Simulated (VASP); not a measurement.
A run of VASP 6.6.1 is set up as follows.

INCAR

```
PREC     = Normal         # precision mode
ENCUT    = 520            # plane-wave cutoff, eV
EDIFF    = 1E-4           # SCF threshold, eV
ISMEAR   = 0              # smearing method
SIGMA    = 0.15           # smearing width, eV
LREAL    = False          # projectors in reciprocal space
LASPH    = True           # aspherical terms in the spheres
NELM     = 60             # most SCF steps
ALGO     = Fast           # electronic algorithm
ISIF     = 3              # what is computed and relaxed
LWAVE    = False          # write WAVECAR
LCHARG   = False          # write CHGCAR
GGA      = PE             # functional
IBRION   = 2              # ionic algorithm
NSW      = 24             # ionic steps
EDIFFG   = -0.08          # ionic threshold
```

File KPOINTS:

```
regular mesh
0
Gamma
  3 3 3
```

The input POSCAR:

```
ZnCd3Se3S
1.0
    5.8474861900      0.0000000000      0.0000000000
    0.0000000000      5.8474861900      0.0000000000
    0.0000000000      0.0000000000      5.8474861900
Zn Cd Se S
1 3 3 1
Direct
    0.0000000000      0.0000000000      0.0000000000
    0.5000000000      0.0000000000      0.0000000000
    0.0000000000      0.5000000000      0.0000000000
    0.0000000000      0.0000000000      0.5000000000
    0.0000000000      0.5000000000      0.5000000000
    0.5000000000      0.0000000000      0.5000000000
    0.5000000000      0.5000000000      0.0000000000
    0.5000000000      0.5000000000      0.5000000000
```

Potentials or basis: VASP PAW PBE potentials, release 64 (Zn, Cd, Se, S).

Run with:

```console
$ cat potpaw_PBE.64/Zn/POTCAR potpaw_PBE.64/Cd/POTCAR potpaw_PBE.64/Se/POTCAR potpaw_PBE.64/S/POTCAR > POTCAR
$ mpirun -np 1 vasp_std > vasp.out
```

Problem. What does it give for the space group after relaxing (to 0.05 Å)?

Solution. Pm-3m (No. 221).

Problem. Estimate the relaxed volume.

Solution. 23.77 Å³/atom.

Problem. What does it give for the band gap on the k mesh?

Solution. None (metal or under the smearing width).

Step by step:
| step | energy change (eV) | largest force (eV/Å) | pressure (GPa) | volume (Å³) |
| --- | --- | --- | --- | --- |
| 1 | 0.0000 | 0.0000 | -2.20 | 199.94 |
| 2 | -0.0692 | 0.0000 | -0.18 | 190.20 |

Caveat: the relaxation stopped at a loose force limit of 0.08 eV/Å, so its end isn't a converged minimum.
